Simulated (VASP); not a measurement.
## TaSi (relaxed from the CsCl structure, space group Pm-3m): computed properties

Method: PBEsol GGA, VASP's PBE PAW potentials (set 64) (plane waves; VASP).

space group: Pm-3m (221)
cell: a = 3.125 Å, b = 3.125 Å, c = 3.125 Å, α = 90.00°, β = 90.00°, γ = 90.00°
volume per atom: 15.25 Å³/atom
band gap (over mesh and band path): none (metal, semimetal or under 0.01 eV)
density: 11.38 g/cm³

```
CELL_PARAMETERS angstrom
      3.12466     0.00000     0.00000
      0.00000     3.12466     0.00000
      0.00000     0.00000     3.12466
ATOMIC_POSITIONS crystal
  Ta 0.00000 0.00000 0.00000
  Si 0.50000 0.50000 0.50000
```

Unless said otherwise, spin-orbit coupling is left out, though it shifts the bands of the heavy elements here.

The structure was generated: TaSi was put into the CsCl type (Pm-3m), which need not be its known phase. It was relaxed first. Symmetry was kept, so distortions that lower it aren't found. The electron count is odd and the run is not spin-polarised, which forces a metal.
